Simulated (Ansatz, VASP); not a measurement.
# CrCl3 (CrCl3 bilayer, AA) in two plane-wave programs, part 2 of 2

One calculation is typed for both programs; each brings its own data sets. How far apart do they land? The structure shown is the start of the Ansatz relaxation below; VASP solves that cell, so the two are compared at the walk's first step.

VASP 6.6.1 and Ansatz 0.2.0.

So far: Set-up; Ansatz: relaxation, PBEsol with D3(BJ), DFT+U.

## (3) VASP: single point, PBEsol with D3(BJ), DFT+U, start cell

Level of this step: PBEsol with D3(BJ), DFT+U (Cr d 3 eV), spin-polarised from an antiferromagnetic start; plane waves and PAW (Cl, Cr_pv) (VASP).

The same cell, functional, mesh and smearing now go to VASP, with its own data sets.

Lines of VASP's logs that name or quote its potential files are left out, and so is its time.

Contents of INCAR:

```
SYSTEM = CrCl3
PREC = Accurate
ENCUT = 400
EDIFF = 1E-06
NELM = 200
ISMEAR = -1
SIGMA = 0.05
LREAL = .FALSE.
ALGO = Normal
GGA = PS
IVDW = 12
NBANDS = 90
ISPIN = 2
MAGMOM = -0.05 -0.05 -0.05 -0.05 -0.05 -0.05 0.05 0.05 0.05 0.05 0.05 0.05 2.77 2.77 -2.77 -2.77
LDAU = .TRUE.
LDAUTYPE = 2
LDAUL = -1 2
LDAUU = 0 3
LDAUJ = 0 0
LDAUPRINT = 1
LASPH = .TRUE.
LMAXMIX = 4
LORBIT = 11
LWAVE = .FALSE.
LCHARG = .FALSE.
ISIF = 2
LDIPOL = .TRUE.
IDIPOL = 3
DIPOL = 0.5 0.5 0.5
LVHAR = .TRUE.
GGA_COMPAT = .FALSE.
NELMDL = -8
KPAR = 4
```

Contents of POSCAR:

```
CrCl3
1.0
    5.9817500000      0.0000000000      0.0000000000
   -2.9908750000      5.1803470000      0.0000000000
    0.0000000000      0.0000000000     48.1553560000
Cl Cr
12 4
Direct
    0.6400000000      0.0000000000      0.4111692166
    0.9999999923      0.6399999846      0.4111692166
    0.3600000077      0.3600000154      0.4111692166
    0.3600000000      0.0000000000      0.4678125108
    0.0000000077      0.3600000154      0.4678125108
    0.6399999923      0.6399999846      0.4678125108
    0.6400000000      0.0000000000      0.5321874892
    0.9999999923      0.6399999846      0.5321874892
    0.3600000077      0.3600000154      0.5321874892
    0.3600000000      0.0000000000      0.5888307834
    0.0000000077      0.3600000154      0.5888307834
    0.6399999923      0.6399999846      0.5888307834
    0.3333333655      0.6666667310      0.4394908637
    0.6666666345      0.3333332690      0.4394908637
    0.3333333655      0.6666667310      0.5605091363
    0.6666666345      0.3333332690      0.5605091363
```

Contents of KPOINTS:

```
Automatic mesh
0
Gamma
6 6 1
0 0 0
```

Potentials, in the order of the species: Cl and Cr_pv (PBE family, release 64).

Command:

```bash
$ mpirun -np 4 vasp_std
```

Numbers of over 12 decimals in the logs are rounded to 6 here.

Output:

```text
[banner, memory and clock lines left out]
running    4 mpi-ranks, on    1 nodes
 distrk:  each k-point on    1 cores,    4 groups
 distr:  one band on    1 cores,    1 groups

 POSCAR found type information on POSCAR ClCr
 POSCAR found :  2 types and      16 ions
|                                                                             |
|               ----> ADVICE to this user running VASP <----                  |
|                                                                             |
|     You enforced a specific xc type in the INCAR file but a different       |
|     [... a line on the potential file left out ...]
|     I HOPE YOU KNOW WHAT YOU ARE DOING!                                     |
|                                                                             |

 LDA part: xc-table for (Slater+PW92), standard interpolation
 POSCAR, INCAR and KPOINTS ok, starting setup
 FFT: planning ... GRIDC
 FFT: planning ... GRID_SOFT
 FFT: planning ... GRID
 WAVECAR not read
 entering main loop
       N       E                     dE             d eps       ncg     rms          rms(c)
DAV:   1     0.109059841128E+04    0.10906E+04   -0.49104E+04  2968   0.898E+02
DAV:   2     0.117044180888E+03   -0.97355E+03   -0.94107E+03  3576   0.242E+02
DAV:   3    -0.725751589465E+02   -0.18962E+03   -0.18752E+03  2942   0.996E+01
DAV:   4    -0.790888099603E+02   -0.65137E+01   -0.64862E+01  3024   0.220E+01
DAV:   5    -0.792644832888E+02   -0.17567E+00   -0.17561E+00  3288   0.354E+00
DAV:   6    -0.792694219380E+02   -0.49386E-02   -0.49380E-02  3544   0.591E-01
DAV:   7    -0.792696450570E+02   -0.22312E-03   -0.22312E-03  3598   0.108E-01
DAV:   8    -0.792696499783E+02   -0.49213E-05   -0.49200E-05  3640   0.171E-02    0.295E+01
DAV:   9    -0.751445209206E+02    0.41251E+01   -0.81927E+01  3174   0.437E+01    0.247E+01
DAV:  10    -0.752306682100E+02   -0.86147E-01   -0.10493E+01  2932   0.276E+01    0.121E+01
DAV:  11    -0.753285347311E+02   -0.97867E-01   -0.20183E+00  2856   0.419E+00    0.632E+00
DAV:  12    -0.751393914842E+02    0.18914E+00   -0.33265E-01  3056   0.469E+00    0.151E+00
DAV:  13    -0.751400197922E+02   -0.62831E-03   -0.93989E-02  2784   0.146E+00    0.748E-01
DAV:  14    -0.751479311234E+02   -0.79113E-02   -0.55008E-03  2956   0.247E-01    0.389E-01
[...]
DAV:  29    -0.756239435303E+02   -0.35943E-04   -0.55334E-07  2028   0.141E-03    0.974E-04
DAV:  30    -0.756239594781E+02   -0.15948E-04   -0.12749E-07  1728   0.656E-04    0.472E-04
DAV:  31    -0.756239848669E+02   -0.25389E-04   -0.38273E-07  1960   0.990E-04    0.616E-04
DAV:  32    -0.756239914150E+02   -0.65482E-05   -0.72003E-08  1728   0.548E-04    0.371E-04
DAV:  33    -0.756239948637E+02   -0.34486E-05   -0.24676E-08  1534   0.312E-04    0.122E-04
DAV:  34    -0.756239962127E+02   -0.13490E-05   -0.18101E-09  1616   0.207E-04    0.750E-05
DAV:  35    -0.756239974849E+02   -0.12722E-05    0.53561E-09  1504   0.124E-04    0.418E-05
DAV:  36    -0.756239982194E+02   -0.73451E-06    0.65449E-09  1540   0.986E-05
   1 F= -.78267822E+02 E0= -.78267822E+02  d E =-.492719E-10  mag=     0.0000
```

OUTCAR, selected parts (step 3):

```text
ion  position               nearest neighbor table
   1  0.640  0.000  0.411-  13 2.35  14 2.35
   2  1.000  0.640  0.411-  13 2.35  14 2.35
   3  0.360  0.360  0.411-  14 2.35  13 2.35
   4  0.360  0.000  0.468-  14 2.35  13 2.35
   5  0.000  0.360  0.468-  14 2.35  13 2.35
   6  0.640  0.640  0.468-  13 2.35  14 2.35
   7  0.640  0.000  0.532-  15 2.35  16 2.35
   8  1.000  0.640  0.532-  15 2.35  16 2.35
   9  0.360  0.360  0.532-  16 2.35  15 2.35
  10  0.360  0.000  0.589-  16 2.35  15 2.35
  11  0.000  0.360  0.589-  16 2.35  15 2.35
  12  0.640  0.640  0.589-  15 2.35  16 2.35
  13  0.333  0.667  0.439-   1 2.35   4 2.35   6 2.35   2 2.35   5 2.35   3 2.35
  14  0.667  0.333  0.439-   4 2.35   1 2.35   3 2.35   5 2.35   2 2.35   6 2.35
  15  0.333  0.667  0.561-   7 2.35  10 2.35  12 2.35   8 2.35  11 2.35   9 2.35
  16  0.667  0.333  0.561-  10 2.35   7 2.35   9 2.35  11 2.35   8 2.35  12 2.35

  LATTYP: Found a hexagonal cell.
 ALAT       =     5.9817500000
 C/A-ratio  =     8.0503792368

 Subroutine GETGRP returns: Found 12 space group operations
 (whereof 12 operations were pure point group operations)

The static configuration has the point symmetry D_3d.

 Found      7 irreducible k-points:

   k-points           NKPTS =      7   k-points in BZ     NKDIM =      7   number of bands    NBANDS=     90

   dimension x,y,z NGX =    40 NGY =   40 NGZ =  320
   dimension x,y,z NGXF=    80 NGYF=   80 NGZF=  640

   ENCUT  =  400.0 eV  29.40 Ry    5.42 a.u.   9.75  9.75 78.53*2*pi/ulx,y,z

   NELECT =     132.0000    total number of electrons

 k-points in reciprocal lattice and weights: Automatic mesh
   0.00000000  0.00000000  0.00000000       0.028
   0.16666667  0.00000000  0.00000000       0.167
   0.33333333  0.00000000  0.00000000       0.167
   0.50000000  0.00000000  0.00000000       0.083
   0.16666667  0.16666667  0.00000000       0.167
   0.33333333  0.16666667  0.00000000       0.333
   0.33333333  0.33333333  0.00000000       0.056

atom =  13  type =  2  l = 2

 onsite density matrix

spin component  1

  0.7410  0.2747 -0.0000 -0.0003  0.0000
  0.2747  0.5319  0.0000  0.0000 -0.0003
 -0.0000  0.0000  0.9290  0.0000 -0.0000
 -0.0003  0.0000  0.0000  0.5319 -0.2747
  0.0000 -0.0003 -0.0000 -0.2747  0.7410

spin component  2

  0.0914 -0.0716  0.0000  0.0001 -0.0000
 -0.0716  0.1458 -0.0000  0.0000  0.0001
  0.0000 -0.0000  0.0380 -0.0000 -0.0000
  0.0001  0.0000 -0.0000  0.1458  0.0716
 -0.0000  0.0001 -0.0000  0.0716  0.0914

 occupancies and eigenvectors

  o =  0.0380  v =  0.0000  0.0000  0.0000  0.0000  0.0000 -0.0000 -0.0000  1.0000 -0.0000  0.0000      0.0000  0.0000  0.0000  0.0000  0.0000  0.0000  0.0000  0.0000  0.0000  0.0000
  o =  0.0420  v =  0.0000  0.0000  0.0000  0.0000  0.0000  0.8230  0.5680  0.0000 -0.0000 -0.0010      0.0000  0.0000  0.0000  0.0000  0.0000  0.0000  0.0000  0.0000  0.0000  0.0000
  o =  0.0420  v =  0.0000  0.0000  0.0000  0.0000  0.0000  0.0010 -0.0000 -0.0000 -0.5680  0.8230      0.0000  0.0000  0.0000  0.0000  0.0000  0.0000  0.0000  0.0000  0.0000  0.0000
  o =  0.1952  v =  0.0000  0.0000  0.0000  0.0000  0.0000 -0.5680  0.8230 -0.0000 -0.0000  0.0007      0.0000  0.0000  0.0000  0.0000  0.0000  0.0000  0.0000  0.0000  0.0000  0.0000
  o =  0.1952  v =  0.0000  0.0000  0.0000  0.0000  0.0000  0.0007  0.0000 -0.0000  0.8230  0.5680      0.0000  0.0000  0.0000  0.0000  0.0000  0.0000  0.0000  0.0000  0.0000  0.0000
  o =  0.3425  v = -0.5676  0.8233  0.0000 -0.0000  0.0007  0.0000  0.0000  0.0000  0.0000  0.0000      0.0000  0.0000  0.0000  0.0000  0.0000  0.0000  0.0000  0.0000  0.0000  0.0000
  o =  0.3425  v = -0.0007 -0.0000 -0.0000 -0.8233 -0.5676  0.0000  0.0000  0.0000  0.0000  0.0000      0.0000  0.0000  0.0000  0.0000  0.0000  0.0000  0.0000  0.0000  0.0000  0.0000
  o =  0.9290  v =  0.0000  0.0000 -1.0000  0.0000 -0.0001  0.0000  0.0000  0.0000  0.0000  0.0000      0.0000  0.0000  0.0000  0.0000  0.0000  0.0000  0.0000  0.0000  0.0000  0.0000
  o =  0.9303  v =  0.8233  0.5676  0.0000 -0.0000 -0.0010  0.0000  0.0000  0.0000  0.0000  0.0000      0.0000  0.0000  0.0000  0.0000  0.0000  0.0000  0.0000  0.0000  0.0000  0.0000
  o =  0.9303  v =  0.0010 -0.0000 -0.0001 -0.5676  0.8233  0.0000  0.0000  0.0000  0.0000  0.0000      0.0000  0.0000  0.0000  0.0000  0.0000  0.0000  0.0000  0.0000  0.0000  0.0000

atom =  14  type =  2  l = 2

 onsite density matrix

spin component  1

  0.7410  0.2747 -0.0000  0.0003 -0.0000
  0.2747  0.5319 -0.0000 -0.0000  0.0003
 -0.0000 -0.0000  0.9290  0.0000 -0.0000
  0.0003 -0.0000  0.0000  0.5319 -0.2747
 -0.0000  0.0003 -0.0000 -0.2747  0.7410

spin component  2

  0.0914 -0.0716 -0.0000 -0.0001  0.0000
 -0.0716  0.1458  0.0000 -0.0000 -0.0001
 -0.0000  0.0000  0.0380 -0.0000 -0.0000
 -0.0001 -0.0000 -0.0000  0.1458  0.0716
  0.0000 -0.0001 -0.0000  0.0716  0.0914

 occupancies and eigenvectors

[...]
11 -99.5848      12 -99.5848      13 -80.9059      14 -80.9059      15 -80.9059
      16 -80.9059

 E-fermi :  -4.1293

 spin component 1
 k-point     1 :       0.0000    0.0000    0.0000
  band No.  band energies     occupation
    ...
     62      -5.7906      1.00000
     63      -5.7527      1.00000
     64      -5.7527      1.00000
     65      -5.4907      1.00000
     66      -5.4907      1.00000
     67      -2.7826      0.00000
     68      -2.7826      0.00000
     69      -2.5666      0.00000
     70      -2.5666      0.00000
     71      -1.4630      0.00000
    ...

 k-point     2 :       0.1667    0.0000    0.0000
  band No.  band energies     occupation
    ...
     62      -5.8428      1.00000
     63      -5.7865      1.00000
     64      -5.7727      1.00000
     65      -5.5003      1.00000
     66      -5.4295      1.00000
     67      -2.7837      0.00000
     68      -2.7747      0.00000
     69      -2.6635      0.00000
     70      -2.5847      0.00000
     71      -1.5317      0.00000
    ...

 k-point     3 :       0.3333    0.0000    0.0000
  band No.  band energies     occupation
    ...
     62      -5.8392      1.00000
     63      -5.7983      1.00000
     64      -5.7296      1.00000
     65      -5.5506      1.00000
     66      -5.3671      1.00000
     67      -2.7765      0.00000
     68      -2.7760      0.00000
     69      -2.7376      0.00000
     70      -2.6495      0.00000
     71      -1.6610      0.00000
    ...

 k-point     4 :       0.5000    0.0000    0.0000
  band No.  band energies     occupation
    ...
     62      -5.8248      1.00000
     63      -5.7919      1.00000
     64      -5.6685      1.00000
     65      -5.5738      1.00000
     66      -5.3526      1.00000
     67      -2.8119      0.00000
     68      -2.7440      0.00000
     69      -2.7189      0.00000
     70      -2.6951      0.00000
     71      -1.7714      0.00000
    ...

 k-point     5 :       0.1667    0.1667    0.0000
  band No.  band energies     occupation
    ...
     62      -5.9011      1.00000
     63      -5.7524      1.00000
     64      -5.7478      1.00000
     65      -5.5230      1.00000
     66      -5.3882      1.00000
     67      -2.8004      0.00000
     68      -2.7523      0.00000
     69      -2.7495      0.00000
     70      -2.6033      0.00000
     71      -1.5930      0.00000
    ...

 k-point     6 :       0.3333    0.1667    0.0000
  band No.  band energies     occupation
    ...
     62      -5.8113      1.00000
     63      -5.7338      1.00000
     64      -5.6506      1.00000
     65      -5.5554      1.00000
     66      -5.3783      1.00000
     67      -2.8031      0.00000
     68      -2.7726      0.00000
     69      -2.7412      0.00000
     70      -2.6125      0.00000
     71      -1.7195      0.00000
    ...

 Edisp (eV)   -2.64382

  Total      -3.28198    -3.28198    -3.72155     0.00000     0.00000    -0.00000
  in kB      -3.52383    -3.52383    -3.99579     0.00000     0.00000    -0.00000
  external pressure =       -3.68 kB  Pullay stress =        0.00 kB

  energy-cutoff  :      400.00
  volume of cell :     1492.22
      direct lattice vectors                 reciprocal lattice vectors
     5.981750000  0.000000000  0.000000000     0.167175158  0.096518631  0.000000000
    -2.990875000  5.180347000  0.000000000     0.000000000  0.193037262  0.000000000
     0.000000000  0.000000000 48.155356000     0.000000000  0.000000000  0.020766122

 POSITION                                       TOTAL-FORCE (eV/Angst)
 -----------------------------------------------------------------------------------
      3.82832      0.00000     19.80000         0.041111     -0.000000      0.168144
      4.06759      3.31542     19.80000        -0.020556      0.035604      0.168144
      1.07672      1.86492     19.80000        -0.020556     -0.035604      0.168144
      2.15343      0.00000     22.52768        -0.073584     -0.000000     -0.183678
     -1.07671      1.86492     22.52768         0.036792     -0.063726     -0.183678
      1.91416      3.31542     22.52768         0.036792      0.063726     -0.183678
      3.82832      0.00000     25.62768         0.073584     -0.000000      0.183678
      4.06759      3.31542     25.62768        -0.036792      0.063726      0.183678
      1.07672      1.86492     25.62768        -0.036792     -0.063726      0.183678
      2.15343      0.00000     28.35536        -0.041111     -0.000000     -0.168144
     -1.07671      1.86492     28.35536         0.020556     -0.035604     -0.168144
      1.91416      3.31542     28.35536         0.020556      0.035604     -0.168144
      0.00000      3.45356     21.16384        -0.000000     -0.000000      0.041737
      2.99087      1.72678     21.16384         0.000000     -0.000000      0.041737
      0.00000      3.45356     26.99152        -0.000000     -0.000000     -0.041737
      2.99087      1.72678     26.99152         0.000000     -0.000000     -0.041737
 -----------------------------------------------------------------------------------
    total drift:                               -0.000000     -0.000000     -0.000000

  FREE ENERGIE OF THE ION-ELECTRON SYSTEM (eV)
  ---------------------------------------------------
  free  energy   TOTEN  =       -78.2678217540 eV

  energy  without entropy=      -78.2678217540  energy(sigma->0) =      -78.26782175

 vacuum level on the upper side and lower side of the slab         2.089         2.089

 total charge
# of ion       s       p       d       tot
------------------------------------------
    1        1.594   3.497   0.000   5.090
    2        1.594   3.497   0.000   5.090
    3        1.594   3.497   0.000   5.090
    4        1.594   3.496   0.000   5.090
    5        1.594   3.496   0.000   5.090
    6        1.594   3.496   0.000   5.090
    7        1.594   3.496   0.000   5.090
    8        1.594   3.496   0.000   5.090
    9        1.594   3.496   0.000   5.090
   10        1.594   3.497   0.000   5.090
   11        1.594   3.497   0.000   5.090
   12        1.594   3.497   0.000   5.090
   13        0.271   6.282   3.962  10.514
   14        0.271   6.282   3.962  10.514
   15        0.271   6.282   3.962  10.514
   16        0.271   6.282   3.962  10.514
--------------------------------------------------
tot         20.209  67.081  15.847 103.137

 magnetization (x)
# of ion       s       p       d       tot
------------------------------------------
    1       -0.001  -0.052   0.000  -0.053
    2       -0.001  -0.052   0.000  -0.053
    3       -0.001  -0.052   0.000  -0.053
    4       -0.001  -0.051   0.000  -0.052
    5       -0.001  -0.051   0.000  -0.052
    6       -0.001  -0.051   0.000  -0.052
    7        0.001   0.051   0.000   0.052
    8        0.001   0.051   0.000   0.052
    9        0.001   0.051   0.000   0.052
   10        0.001   0.052   0.000   0.053
   11        0.001   0.052   0.000   0.053
   12        0.001   0.052   0.000   0.053
   13        0.025   0.032   2.955   3.013
   14        0.025   0.032   2.955   3.013
   15       -0.025  -0.032  -2.955  -3.013
   16       -0.025  -0.032  -2.955  -3.013
--------------------------------------------------
tot          0.000   0.000   0.000   0.000

[... 1 further part left out ...]
```

The magnetic state follows from one typed start and may not be the lowest.

## (4) Comparison

Known differences besides the potentials themselves: VASP starts from the moments at which Ansatz ended; U acts on the PAW sphere in VASP and on atomic orbitals in Ansatz, so only states and trends compare; Ansatz cuts the interaction across the vacuum, VASP repeats the sheet with a dipole correction; the data sets hold 140 valence electrons in Ansatz (on its default PAW (the set named soft_2) files) and 132 in VASP; the cutoff is 420 eV in Ansatz and 400 eV in VASP; Ansatz makes its cores anew for this functional, VASP keeps those of its PBE data sets. Total energies have different zeros and are not compared.

Forces on 7 of the 16 atoms, those with the largest forces and the largest differences (eV/Å; atoms numbered as in POSCAR):

```tsv
atom	Ansatz x, y, z	VASP x, y, z
Cl1	0.010, 0.000, 0.227	0.041, 0.000, 0.168
Cl4	-0.043, 0.000, -0.243	-0.074, 0.000, -0.184
Cl5	0.022, -0.037, -0.243	0.037, -0.064, -0.184
Cl6	0.022, 0.037, -0.243	0.037, 0.064, -0.184
Cl7	0.043, 0.000, 0.243	0.074, 0.000, 0.184
Cl8	-0.022, 0.037, 0.243	-0.037, 0.064, 0.184
Cl9	-0.022, -0.037, 0.243	-0.037, -0.064, 0.184
```

The forces differ by 33 meV/Å r.m.s., which is 35.5 % of the r.m.s. force of 0.094 eV/Å (both taken over all components). Moments aren't recorded for both runs of this pair, so they may hold unlike magnetic states. With vacuum in the cell, a pressure given here is an average over mostly empty space and none of the material.

## (5) What came out

* r.m.s. force difference (single point, PBEsol with D3(BJ), DFT+U, start cell): 33 meV/Å

What this shows: The r.m.s. force difference is 33 meV/Å (single point, PBEsol with D3(BJ), DFT+U, start cell). The data sets hold unlike numbers of valence electrons (140 in Ansatz and 132 in VASP), so part of the differences comes from the potentials. What causes the difference of the single point, PBEsol with D3(BJ), DFT+U, start cell pair stays open here. 1 further run of this series is not shown here. How closely two codes agree says nothing of how well the functional describes the real material.

[Lines on the potential files, build, host, timing and source positions are cut from VASP's logs without a mark.]

[Logs are printed without paths, hosts, clocks, repeated set-up lines and the standing remarks that a program may print on its own settings, such as how far it seeks lower states.]

[Hosts, paths, dates, database ids (printed as entryN), source tags and the programs' standing remarks are cut or masked in the printed files.]
